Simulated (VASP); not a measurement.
Output of a VASP run:

### OSZICAR
```
       N       E                     dE             d eps       ncg     rms          rms(c)
DAV:   1     0.941317840905E+02    0.94132E+02   -0.62790E+03  1653   0.993E+02
DAV:   2    -0.315480599545E+01   -0.97287E+02   -0.94889E+02  1748   0.267E+02
DAV:   3    -0.915771938232E+01   -0.60029E+01   -0.59713E+01  2083   0.749E+01
DAV:   4    -0.928854852895E+01   -0.13083E+00   -0.13079E+00  1933   0.128E+01
DAV:   5    -0.929358771654E+01   -0.50392E-02   -0.50391E-02  2205   0.208E+00    0.464E+00
DAV:   6    -0.901564363992E+01    0.27794E+00   -0.43923E-01  2455   0.121E+01    0.261E+00
DAV:   7    -0.897516667399E+01    0.40477E-01   -0.13873E-01  2277   0.344E+00    0.680E-01
DAV:   8    -0.897155545705E+01    0.36112E-02   -0.12179E-02  2068   0.157E+00    0.220E-01
DAV:   9    -0.897141400497E+01    0.14145E-03   -0.86331E-04  2058   0.364E-01    0.127E-01
DAV:  10    -0.897144179400E+01   -0.27789E-04   -0.11669E-04  2587   0.177E-01    0.791E-02
DAV:  11    -0.897144969779E+01   -0.79038E-05   -0.51998E-05  2459   0.139E-01    0.795E-02
DAV:  12    -0.897144393148E+01    0.57663E-05   -0.11738E-05  2032   0.432E-02    0.103E-02
DAV:  13    -0.897144397183E+01   -0.40353E-07   -0.12546E-06  1497   0.713E-03
   1 F= -.89714440E+01 E0= -.89712739E+01  d E =-.340110E-03
```

File OUTCAR:
```
------------------------ aborting loop because EDIFF is reached ----------------------------------------
  FORCE on cell =-STRESS in cart. coord.  units (eV):
  Direction    XX          YY          ZZ          XY          YZ          ZX
  --------------------------------------------------------------------------------------
  Total       -0.2984166     -0.2957233     -0.2941124     -0.2316738      0.0519358     -0.1855642
  in kB       -8.5936117     -8.5160507     -8.4696605     -6.6715940      1.4956136     -5.3437588
  external PRESSURE =      -8.5264410 kB  Pullay stress =       0.0000000 kB
  volume of cell :       55.64
      direct lattice vectors                 reciprocal lattice vectors
     0.000000000  3.030000000  3.030000000    -0.165016502  0.165016502  0.165016502
     3.030000000  0.000000000  3.030000000     0.165016502 -0.165016502  0.165016502
     3.030000000  3.030000000  0.000000000     0.165016502  0.165016502 -0.165016502
  FREE ENERGIE OF THE ION-ELECTRON SYSTEM (eV)
  ---------------------------------------------------
  free  energy   TOTEN  =        -8.9714439718 eV

  energy  without entropy=       -8.9711038614  energy(sigma->0) =       -8.97127392
```
(Selected blocks of OUTCAR.)

**POSCAR**
```
InAs
1
    0.0000000000     3.0300000000     3.0300000000
    3.0300000000     0.0000000000     3.0300000000
    3.0300000000     3.0300000000     0.0000000000
In As
1 1
Direct
 -0.0048150000  -0.0000370000   0.0009430000
  0.2548150000   0.2500370000   0.2490570000
```

Task: Write an INCAR and KPOINTS that could have produced this output.

Result: One answer among several that fit: the input of the run itself, LDA (Ceperley-Alder, Perdew-Zunger), plane waves, VASP's LDA PAW potentials (set 64).

**INCAR**
```
SYSTEM = InAs
PREC = Accurate
ENCUT = 300
EDIFF = 1E-6
NELM = 100
ALGO = Normal
LREAL = .FALSE.
LASPH = .TRUE.
ISMEAR = -1
SIGMA = 0.02
LMAXMIX = 4
LWAVE = .FALSE.
LCHARG = .FALSE.
ISIF = 2
```

KPOINTS:
```
Automatic mesh
0
Gamma
5 5 5
0 0 0
```

POTCAR, in this order: In_d As (LDA.64 set). Program: vasp_std.

At this cut-off the stress carries a Pulay error, which pulls relaxed volumes low.

The structure is a typed InAs crystal. The cell was not relaxed at this level, atoms are displaced from their ideal sites. The run is one of a series of settings (GGA removed, POTCAR In_d As (LDA.64 set) against the base run), some of them coarse on purpose.
